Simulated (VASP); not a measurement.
Input:

```yaml
crystal:
  lattice:
    - [0.00000, 2.83300, 2.83300]
    - [2.83300, 0.00000, 2.83300]
    - [2.83300, 2.83300, 0.00000]
  atoms:
    - { symbol: Zn, position: [0.00000, 0.00000, 0.00000] }
    - { symbol: Se, position: [0.25000, 0.25000, 0.25000] }
```

These are vdW-DF-cx, VASP's PBE PAW potentials (set 64) (plane waves; VASP) values and carry that method's errors. Settings: 520 eV cut-off, 8×8×8 Γ-centred mesh, Gaussian smearing of 0.050 eV, potentials Zn Se.

**Question.** Give the energy at these volumes per atom, relative to the lowest: 21.34, 22.02, 22.71, 23.39, 24.07 Å³.

**Answer.** 18.8, 4.6, 0.0, 3.4, 13.7 meV/atom. A third-order Birch-Murnaghan fit gives B0 = 62.7 GPa and B0′ = 4.5.

Measured: bulk modulus 62.4 GPa (computed value off by +0.5 %), as given by Cormac Toher et al., Physical Review Materials (2017), arXiv:1611.05714; a 5.668 Å (computed value off by -0.0 %), as given by Martin Albrecht et al., Physical review. B, Condensed matter (1997), arXiv:cond-mat/9706128. The calculation is for a static lattice, while the measured bulk modulus, a hold thermal and zero-point effects, which are part of the difference.

The compound is ZnSe in the zinc blende structure. It was relaxed first.
